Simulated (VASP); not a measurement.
Level of theory: HSE06 screened hybrid, VASP's PBE PAW potentials (set 64) (plane waves; VASP 6.6.1).

VASP input:

KPOINTS:
```
K-points
0
gamma
 1 1 1
```

**INCAR**
```
SYSTEM  =  AlC62
PREC  =  Normal; ENCUT  =  400; LREAL  =  Auto
LASPH  =  .TRUE.; ISYM  =  0; NELECT  =  250.0
EDIFF  =  1E-5; NELM  =  50; NELMIN  =  4
ALGO  =  Normal
ISMEAR  =  0; SIGMA  =  0.05
GGA  =  PE; LHFCALC  =  .TRUE.; AEXX  =  0.25
HFSCREEN  =  0.2; PRECFOCK  =  Fast
ISIF  =  0
LWAVE  =  .FALSE.; LCHARG  =  .FALSE.
```

POSCAR:
```
AlC62
1
    7.1465551589     0.0000000000     0.0000000000
    0.0000000000     7.1465551589     0.0000000000
    0.0000000000     0.0000000000     7.1465551589
C Al
62 1
Direct
  0.4987118718   0.9990158466   0.9997363670
  0.6212136239   0.1291517999   0.1298754221
  0.7472319787   0.2523445977   0.0032332642
  0.8704166544   0.3783929426   0.1298797576
  0.7472514705   0.0025059231   0.2530923674
  0.8704497016   0.1291478244   0.3791184938
  0.9987681238   0.0008235702   0.0015627907
  0.1214804986   0.1266287607   0.1273363562
  0.2467041688   0.2486417426   0.9994319754
  0.3709881595   0.3754177900   0.1244249189
  0.4993178403   0.5002537757   0.0000545467
  0.6241566292   0.6285938696   0.1244135290
  0.7509481033   0.7528626773   0.9994324185
  0.8729460572   0.8780908736   0.1273399707
  0.2467137379   0.9987343054   0.2493577692
  0.3709975759   0.1237014553   0.3761526338
  0.4849110485   0.2422838308   0.2429909003
  0.7573078688   0.5146914057   0.2430286429
  0.8759108828   0.6285992272   0.3761575258
  0.4993319578   0.9993169382   0.5009752160
  0.6241810738   0.1236885546   0.6293157349
  0.7573222558   0.2422833151   0.5154075160
  0.8758973945   0.3754379984   0.6293097505
  0.7509402450   0.9987125632   0.7535990738
  0.8729727669   0.1266181934   0.8788254916
  0.0005554958   0.5009027472   0.9997674020
  0.1223155960   0.6273857430   0.1238671046
  0.2502014762   0.7494004063   0.9985977301
  0.3722162123   0.8773011393   0.1238652813
  0.9970675262   0.2523446220   0.2530824278
  0.1228653035   0.3757818439   0.3764940016
  0.2472061903   0.5006182884   0.2481506315
  0.3659053592   0.6337155202   0.3619621364
  0.4989912659   0.7523876122   0.2481270821
  0.6238345806   0.8767313865   0.3764852867
  0.0005482652   0.9990234919   0.5016095439
  0.1223078278   0.1231417662   0.6280771469
  0.2472048676   0.2474266747   0.5013344733
  0.3658981011   0.3612895800   0.6344093402
  0.6383172037   0.6336677808   0.6343782916
  0.7521624406   0.7523926058   0.5013387094
  0.8764368233   0.8772848005   0.6280934947
  0.2502167981   0.9978918703   0.7501093461
  0.3722461623   0.1231528199   0.8779785302
  0.4989939189   0.2474293482   0.7530806515
  0.6238146471   0.3757621655   0.8774393698
  0.7521621569   0.5005847244   0.7531036427
  0.8764448279   0.6273579336   0.8779952519
  0.0008564122   0.7528854923   0.2493405758
  0.1226291486   0.8769598453   0.3758846739
  0.0002821605   0.5002705860   0.5009915712
  0.1261254533   0.6236349933   0.6243638325
  0.2527745796   0.7467976286   0.4983093023
  0.3759650891   0.8734468801   0.6243359793
  0.0008614414   0.2486352078   0.7535890316
  0.1226255144   0.3751755429   0.8776906771
  0.2527620428   0.4975924322   0.7475880163
  0.3759422384   0.6236361533   0.8742025608
  0.5019843619   0.7467926472   0.7475320735
  0.6244099853   0.8769264206   0.8776565569
  0.0017230942   0.7493942012   0.7500935074
  0.1243992181   0.8752075637   0.8759119496
  0.5615265247   0.4380707537   0.4387693824
```

POTCAR, in this order: C Al (PBE.64 set). Program: vasp_gam. Read from the step before: WAVECAR.

What VASP printed:

OUTCAR:
```
 ion  position               nearest neighbor table
   1  0.499  0.999  1.000-  60 1.53  29 1.54  44 1.54   2 1.58
   2  0.621  0.129  0.130-  17 1.50   3 1.55   5 1.55   1 1.58
   3  0.747  0.252  0.003-  46 1.54  25 1.55   2 1.55   4 1.55
   4  0.870  0.378  0.130-  18 1.50   3 1.55  30 1.55  26 1.58
   5  0.747  0.003  0.253-  35 1.54  14 1.55   6 1.55   2 1.55
   6  0.870  0.129  0.379-  22 1.50  30 1.55   5 1.55  36 1.58
   7  0.999  0.001  0.002-   8 1.54  25 1.54  14 1.54  62 1.56
   8  0.121  0.127  0.127-   7 1.54   9 1.55  15 1.55  30 1.55
   9  0.247  0.249  0.999-  56 1.54  44 1.54   8 1.55  10 1.55
  10  0.371  0.375  0.124-  17 1.51  32 1.54   9 1.55  11 1.56  63 2.66
  11  0.499  0.500  0.000-  46 1.53  58 1.54  10 1.56  12 1.56
  12  0.624  0.629  0.124-  18 1.51  34 1.54  13 1.55  11 1.56  63 2.66
  13  0.751  0.753  0.999-  60 1.54  48 1.54  14 1.55  12 1.55
  14  0.873  0.878  0.127-   7 1.54  49 1.55  13 1.55   5 1.55
  15  0.247  0.999  0.249-  50 1.54  29 1.54   8 1.55  16 1.55
  16  0.371  0.124  0.376-  17 1.51  38 1.54  15 1.55  20 1.56  63 2.66
  17  0.485  0.242  0.243-   2 1.50  10 1.51  16 1.51  63 2.05
  18  0.757  0.515  0.243-   4 1.50  19 1.51  12 1.51  63 2.05
  19  0.876  0.629  0.376-  18 1.51  41 1.54  49 1.55  51 1.56  63 2.66
  20  0.499  0.999  0.501-  35 1.53  54 1.54  16 1.56  21 1.56
  21  0.624  0.124  0.629-  22 1.51  45 1.54  24 1.55  20 1.56  63 2.67
  22  0.757  0.242  0.515-   6 1.50  23 1.51  21 1.51  63 2.05
  23  0.876  0.375  0.629-  22 1.51  47 1.54  55 1.55  51 1.56  63 2.66
  24  0.751  0.999  0.754-  60 1.54  42 1.54  25 1.55  21 1.55
  25  0.873  0.127  0.879-   7 1.54  55 1.55  24 1.55   3 1.55
  26  0.001  0.501  1.000-  56 1.53  48 1.54  27 1.54   4 1.58
  27  0.122  0.627  0.124-  26 1.54  49 1.54  28 1.55  32 1.55
  28  0.250  0.749  0.999-  62 1.54  27 1.55  29 1.55  58 1.55
  29  0.372  0.877  0.124-   1 1.54  15 1.54  28 1.55  34 1.55
  30  0.997  0.252  0.253-  31 1.54   6 1.55   8 1.55   4 1.55
  31  0.123  0.376  0.376-  51 1.53  30 1.54  32 1.56  38 1.56
  32  0.247  0.501  0.248-  33 1.51  10 1.54  27 1.55  31 1.56  63 2.66
  33  0.366  0.634  0.362-  53 1.50  34 1.51  32 1.51  63 2.05
  34  0.499  0.752  0.248-  33 1.51  12 1.54  29 1.55  35 1.56  63 2.66
  35  0.624  0.877  0.376-  20 1.53   5 1.54  41 1.56  34 1.56
  36  0.001  0.999  0.502-  50 1.53  42 1.54  37 1.54   6 1.58
  37  0.122  0.123  0.628-  36 1.54  55 1.54  43 1.55  38 1.55
  38  0.247  0.247  0.501-  39 1.51  16 1.54  37 1.55  31 1.56  63 2.66
  39  0.366  0.361  0.634-  57 1.50  45 1.51  38 1.51  63 2.05
...
```

File OSZICAR:
```
       N       E                     dE             d eps       ncg     rms          rms(c)
DAV:   1    -0.659196749707E+03   -0.65920E+03   -0.83693E+00   324   0.800E+00    0.865E+00
DAV:   2    -0.659215207320E+03   -0.18458E-01   -0.12770E-01   352   0.880E-01    0.694E+00
DAV:   3    -0.659196832947E+03    0.18374E-01   -0.14995E-02   352   0.320E-01    0.440E+00
DAV:   4    -0.659191726227E+03    0.51067E-02   -0.46400E-03   352   0.178E-01    0.262E+00
DAV:   5    -0.659190315556E+03    0.14107E-02   -0.10627E-03   352   0.879E-02    0.153E+00
DAV:   6    -0.659189910249E+03    0.40531E-03   -0.28507E-04   338   0.472E-02    0.882E-01
DAV:   7    -0.659189794531E+03    0.11572E-03   -0.71454E-05   338   0.238E-02    0.505E-01
DAV:   8    -0.659189760685E+03    0.33846E-04   -0.15653E-05   202   0.118E-02    0.294E-01
DAV:   9    -0.659189751150E+03    0.95352E-05   -0.68059E-06   200   0.849E-03
   1 F= -.65918975E+03 E0= -.65918975E+03  d E =-.263095E-15
```

**OUTCAR**
```
------------------------ aborting loop because EDIFF is reached ----------------------------------------
  volume of cell :      365.00
      direct lattice vectors                 reciprocal lattice vectors
     7.146555159  0.000000000  0.000000000     0.139927556  0.000000000  0.000000000
     0.000000000  7.146555159  0.000000000     0.000000000  0.139927556  0.000000000
     0.000000000  0.000000000  7.146555159     0.000000000  0.000000000  0.139927556
 POSITION                                       TOTAL-FORCE (eV/Angst)
 -----------------------------------------------------------------------------------
      3.56407      7.13952      7.14467        -0.037565      0.016828      0.015034
      4.43954      0.92299      0.92816         0.039456     -0.022502     -0.020637
      5.34013      1.80339      0.02311        -0.007564      0.009878      0.004502
      6.22048      2.70421      0.92819         0.023751     -0.040144     -0.017725
      5.34027      0.01791      1.80874        -0.011691      0.001802      0.007601
      6.22072      0.92296      2.70939         0.018415     -0.019951     -0.042527
      7.13775      0.00589      0.01117        -0.011040      0.007735      0.003014
      0.86817      0.90496      0.91002         0.017019     -0.016907     -0.016113
      1.76308      1.77693      7.14250        -0.000327     -0.003450      0.014275
      2.65129      2.68294      0.88921        -0.000278      0.029040     -0.007667
      3.56840      3.57509      0.00039        -0.001058      0.000710     -0.001179
      4.46057      4.49228      0.88913        -0.024100     -0.000761     -0.003713
      5.36669      5.38037      7.14250        -0.000823      0.002526      0.012195
      6.23856      6.27532      0.91004         0.021532     -0.013464     -0.017825
      1.76315      7.13751      1.78205        -0.004024      0.012235     -0.000689
      2.65135      0.88404      2.68820         0.002589     -0.003421      0.024795
      3.46544      1.73149      1.73655        -0.089599     -0.082438     -0.078845
      5.41214      3.67827      1.73682         0.080759      0.087955     -0.087930
      6.25975      4.49232      2.68823         0.001222      0.002569      0.025165
      3.56850      7.14167      3.58025         0.002514      0.000348     -0.000707
      4.46074      0.88395      4.49744        -0.028868     -0.001504     -0.004322
      5.41225      1.73149      3.68339         0.078878     -0.081149      0.087471
      6.25965      2.68309      4.49740         0.003088      0.021946      0.000179
      5.36664      7.13735      5.38564         0.003592      0.012249      0.002312
      6.23875      0.90488      6.28057         0.015481     -0.016689     -0.016441
      0.00397      3.57973      7.14489        -0.011784      0.033902      0.009770
      0.87414      4.48365      0.88522         0.007366      0.002527     -0.004179
      1.78808      5.35563      7.13653        -0.015215      0.014786      0.021159
      2.66006      6.26968      0.88521        -0.001401     -0.012811     -0.006193
      7.12560      1.80339      1.80867         0.001094      0.010983      0.009617
      0.87806      2.68555      2.69064        -0.001657     -0.000003      0.000980
      1.76667      3.57770      1.77342         0.007574     -0.036248     -0.006230
      2.61496      4.52888      2.58678        -0.093128      0.086351     -0.071868
      3.56607      5.37698      1.77325         0.033879     -0.004565     -0.000514
      4.45827      6.26561      2.69057        -0.005201      0.000933      0.003571
      0.00392      7.13958      3.58478        -0.009844      0.014987      0.034475
      0.87408      0.88004      4.48859         0.011759     -0.004199      0.005047
      1.76666      1.76825      3.58281         0.007943     -0.001688     -0.036980
      2.61491      2.58198      4.53384        -0.091429     -0.077307      0.092364
      4.56177      4.52854      4.53362         0.073808      0.093463      0.098926
      5.37537      5.37702      3.58284         0.006964     -0.011333     -0.038607
      6.26350      6.26956      4.48870         0.006777     -0.013802      0.002758
      1.78819      7.13149      5.36070        -0.016053      0.018570      0.010569
      2.66028      0.88012      6.27452        -0.007648     -0.006193     -0.008171
      3.56609      1.76827      5.38193         0.036097     -0.005255     -0.004004
      4.45813      2.68541      6.27067        -0.000751      0.001684      0.002857
      5.37537      3.57746      5.38210         0.005698     -0.030191     -0.007679
      6.26356      4.48345      6.27464         0.005195      0.004721     -0.010704
      0.00612      5.38054      1.78193        -0.009262      0.000002      0.004609
      0.87638      6.26724      2.68628         0.008903     -0.009762     -0.040529
      0.00202      3.57521      3.58036        -0.003805     -0.003180      0.001014
      0.90136      4.45684      4.46205        -0.000209     -0.003237     -0.002378
      1.80647      5.33703      3.56119        -0.019121      0.023965      0.041525
      2.68686      6.24214      4.46185        -0.000129      0.004443      0.002790
      0.00616      1.77689      5.38557        -0.011559     -0.000008      0.004134
      0.87635      2.68121      6.27246         0.009275     -0.041974     -0.011146
      1.80638      3.55607      5.34268        -0.019244      0.041607      0.011090
      2.68669      4.45685      6.24754         0.005429     -0.004163      0.002762
      3.58746      5.33699      5.34228        -0.039226      0.018522      0.018070
      4.46238      6.26700      6.27222         0.042872     -0.005194     -0.006927
      0.01231      5.35559      5.36058        -0.025589      0.015329      0.019873
      0.88903      6.25472      6.25975         0.016721     -0.015136     -0.017483
      4.01298      3.13070      3.13569         0.003541     -0.003968     -0.004590
 -----------------------------------------------------------------------------------
    total drift:                                0.056240     -0.032270     -0.072676
  FREE ENERGIE OF THE ION-ELECTRON SYSTEM (eV)
  ---------------------------------------------------
  free  energy   TOTEN  =      -659.1897511498 eV

  energy  without entropy=     -659.1897511498  energy(sigma->0) =     -659.18975115

  exchange ACFDT corr.  =         0.00000000  see jH, gK, PRB 81, 115126
```
(Selected blocks of OUTCAR.)

The cell is charged, with a uniform compensating background. The supercell is sampled at Γ alone, which is coarse: total energies, pressure and levels can be off, energies of defects by several tenths of an eV.

The cell is a supercell with a defect, built from C (diamond): Al_C-vac_C, charge +1. The cell's shape comes from a PBE relaxation. The run is not spin-polarised, so no state with unpaired spins was tried.
